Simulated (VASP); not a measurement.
Level of theory: optB88-vdW, VASP's PBE PAW potentials (set 64) (plane waves; VASP).

VASP input:

### POSCAR
```
WSe2
1
    1.6650618396    -2.8839713646     0.0000000000
    1.6650618396     2.8839713646     0.0000000000
    0.0000000000     0.0000000000    13.2237905258
W Se
2 4
Direct
  0.3333330000   0.6666670000   0.2500000000
  0.6666670000   0.3333330000   0.7500000000
  0.3333330000   0.6666670000   0.8775432302
  0.6666670000   0.3333330000   0.3775432302
  0.6666670000   0.3333330000   0.1224567698
  0.3333330000   0.6666670000   0.6224567698
```

### INCAR
```
! general
SYSTEM  =WSe2
PREC    =Accurate
ENCUT   =520
LREAL   =.FALSE.
LASPH   =.TRUE.
ICHARG  =11

! electronic loop
EDIFF   =1E-7
NELM    =100
ALGO    =Normal
LMAXMIX =6

! smearing
ISMEAR  =0
SIGMA   =0.05

! functional
GGA     =BO
LUSE_VDW=.TRUE.
AGGAC   =0.0
PARAM1  =0.1833333333
PARAM2  =0.22

! output
LWAVE   =.FALSE.
LCHARG  =.FALSE.
LORBIT  =11
```

KPOINTS:
```
k-points along high-symmetry lines
10
Line-mode
Reciprocal
  0.000000   0.000000   0.000000 ! GAMMA
  0.000000   0.500000   0.000000 ! M

  0.000000   0.500000   0.000000 ! M
 -0.333333   0.666667   0.000000 ! K

 -0.333333   0.666667   0.000000 ! K
  0.000000   0.000000   0.000000 ! GAMMA

  0.000000   0.000000   0.000000 ! GAMMA
  0.000000   0.000000   0.500000 ! A

  0.000000   0.000000   0.500000 ! A
  0.000000   0.500000   0.500000 ! L

  0.000000   0.500000   0.500000 ! L
 -0.333333   0.666667   0.500000 ! H

 -0.333333   0.666667   0.500000 ! H
  0.000000   0.000000   0.500000 ! A

  0.000000   0.500000   0.500000 ! L
  0.000000   0.500000   0.000000 ! M

 -0.333333   0.666667   0.500000 ! H
 -0.333333   0.666667   0.000000 ! K
```

POTCAR, in this order: W_sv Se (PBE.64 set). Program: vasp_std. Read from the step before: CHGCAR.

The resulting files:

**OUTCAR**
```
 ion  position               nearest neighbor table
   1  0.333  0.667  0.250-   4 2.56   5 2.56   4 2.56   5 2.56   4 2.56   5 2.56
   2  0.667  0.333  0.750-   3 2.56   6 2.56   3 2.56   6 2.56   3 2.56   6 2.56
   3  0.333  0.667  0.878-   2 2.56   2 2.56   2 2.56
   4  0.667  0.333  0.378-   1 2.56   1 2.56   1 2.56
   5  0.667  0.333  0.122-   1 2.56   1 2.56   1 2.56
   6  0.333  0.667  0.622-   2 2.56   2 2.56   2 2.56
  LATTYP: Found a hexagonal cell.
 ALAT       =     3.3301233853
 C/A-ratio  =     3.9709611314
 Subroutine PRICEL returns:
 Original cell was already a primitive cell.
 Subroutine GETGRP returns: Found 24 space group operations
The static configuration has the point symmetry D_3d.
 The point group associated with its full space group is D_6h.
The dynamic configuration has the point symmetry D_3d.
 Subroutine INISYM returns: Found 24 space group operations
   k-points           NKPTS =     90   k-points in BZ     NKDIM =     90   number of bands    NBANDS=     31
   number of dos      NEDOS =    301   number of ions     NIONS =      6
   total plane-waves  NPLWV =  76832
   dimension x,y,z NGX =    28 NGY =   28 NGZ =   98
   dimension x,y,z NGXF=    56 NGYF=   56 NGZF=  196
   ions per type =               2   4
   PREC   = accura    normal or accurate (medium, high low for compatibility)
   ISTART =      0    job   : 0-new  1-cont  2-samecut
...
```

**OSZICAR**
```
       N       E                     dE             d eps       ncg     rms          rms(c)
DAV:   1     0.523246958958E+03    0.52325E+03   -0.28597E+04  6340   0.162E+03
DAV:   2     0.517540342426E+01   -0.51807E+03   -0.50698E+03  6657   0.424E+02
DAV:   3    -0.277779211301E+02   -0.32953E+02   -0.32398E+02  7108   0.939E+01
DAV:   4    -0.287021925509E+02   -0.92427E+00   -0.92095E+00  6859   0.155E+01
DAV:   5    -0.287263912370E+02   -0.24199E-01   -0.24185E-01  7459   0.236E+00
DAV:   6    -0.287269002235E+02   -0.50899E-03   -0.50887E-03  6956   0.361E-01
DAV:   7    -0.287269171153E+02   -0.16892E-04   -0.16889E-04  7466   0.627E-02
DAV:   8    -0.287269175478E+02   -0.43253E-06   -0.43261E-06  6614   0.114E-02
DAV:   9    -0.287269175635E+02   -0.15644E-07   -0.15555E-07  4881   0.227E-03
   1 F= -.28726918E+02 E0= -.28726918E+02  d E =-.726868E-12
```

**OUTCAR**
```
 val. band max:        5.6196592595   @ k =  -0.0000   0.0000   0.0000

 cond. band min:       6.6127939632   @ k =  -0.1852   0.3704   0.0000



 k-point     1 :       0.0000    0.0000    0.0000
  band No.  band energies     occupation
      1     -68.7916      2.00000
      2     -68.7916      2.00000
      3     -32.9866      2.00000
      4     -32.9866      2.00000
      5     -32.8895      2.00000
      6     -32.8895      2.00000
      7     -32.8895      2.00000
      8     -32.8895      2.00000
      9      -9.3757      2.00000
     10      -9.1672      2.00000
     11      -8.2732      2.00000
     12      -7.9326      2.00000
     13      -1.1642      2.00000
     14      -0.1923      2.00000
     15       2.2248      2.00000
     16       3.0529      2.00000
     17       3.0529      2.00000
     18       3.0680      2.00000
     19       3.0680      2.00000
     20       4.1119      2.00000
     21       4.1119      2.00000
     22       4.1579      2.00000
     23       4.1579      2.00000
     24       4.5248      2.00000
     25       4.6593      2.00000
     26       5.6197      2.00000
     27       8.1754      0.00000
     28       8.1774      0.00000
     29       8.2222      0.00000
     30       8.2275      0.00000
     31       8.2443      0.00000

 k-point     2 :       0.0000    0.0556    0.0000
  band No.  band energies     occupation
      1     -68.7913      2.00000
      2     -68.7913      2.00000
      3     -32.9855      2.00000
      4     -32.9855      2.00000
      5     -32.8956      2.00000
      6     -32.8956      2.00000
      7     -32.8910      2.00000
      8     -32.8910      2.00000
      9      -9.3319      2.00000
     10      -9.1237      2.00000
     11      -8.2490      2.00000
     12      -7.9123      2.00000
     13      -1.1058      2.00000
     14      -0.1345      2.00000
     15       2.1799      2.00000
     16       2.9125      2.00000
     17       2.9317      2.00000
     18       3.0944      2.00000
...
```

The density is held fixed in this step, so its total energy and stress have no physical meaning. Unless said otherwise, spin-orbit coupling is left out, though it shifts the bands of the heavy elements here.

The compound is WSe2 in the 2H layered structure. It was relaxed first, which changed the volume by +5 %.
